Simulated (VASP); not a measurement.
Input:

```
CELL_PARAMETERS angstrom
      0.00000     3.12517     3.12517
      3.12517     0.00000     3.12517
      3.12517     3.12517     0.00000
ATOMIC_POSITIONS crystal
  Mg 0.25000 0.25000 0.25000
  Mg 0.75000 0.75000 0.75000
  Si 0.00000 0.00000 0.00000
```

Method: LDA (Ceperley-Alder, Perdew-Zunger), VASP's LDA PAW potentials (set 64) (plane waves; VASP 6.6.1). Numerical set-up: 500 eV cut-off, 6×6×6 Γ-centred mesh, Gaussian smearing of 0.050 eV, potentials Mg Si.

### Question
What does the run give for the energy per atom (σ→0), band gap (on the k-mesh) with the smallest direct gap where there is one?

### Answer

| Item | Value |
|---|---|
| band gap (on the k-mesh) | 0.10 eV |
| smallest direct gap (on the k-mesh) | 2.03 eV |
| energy per atom (σ→0) | -3.370 eV/atom |

The absolute energy has meaning only against runs of the same code, potentials and settings.

The compound is Mg2Si in the antifluorite structure. It was relaxed first.
